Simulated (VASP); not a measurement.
Data:

```yaml
crystal:
  lattice:
    - [0.00000, 1.78040, 1.78040]
    - [1.78040, 0.00000, 1.78040]
    - [1.78040, 1.78040, 0.00000]
  atoms:
    - { symbol: C, position: [0.75000, 0.75000, 0.75000] }
    - { symbol: C, position: [0.50000, 0.50000, 0.50000] }
```

These are r2SCAN+rVV10, VASP's PBE PAW potentials (set 64) (plane waves; VASP 6.6.1) values and carry that method's errors. Numerical set-up: 520 eV cut-off, 14×14×14 Γ-centred mesh, tetrahedra with Blöchl corrections, potentials C.

Problem. Estimate the energy per atom (σ→0), band gap (over mesh and band path) with the smallest direct gap where there is one.

Solution. 
```json
{
  "band gap (over mesh and band path)": "4.30 eV",
  "smallest direct gap (over mesh and band path)": "5.84 eV",
  "energy per atom (σ→0)": "-9.791 eV/atom"
}
```

Only differences to runs with the same potentials and settings are physical.

The structure comes from a measured C entry (Fd-3m) of the Crystallography Open Database, whose conditions weren't checked. It was relaxed first.
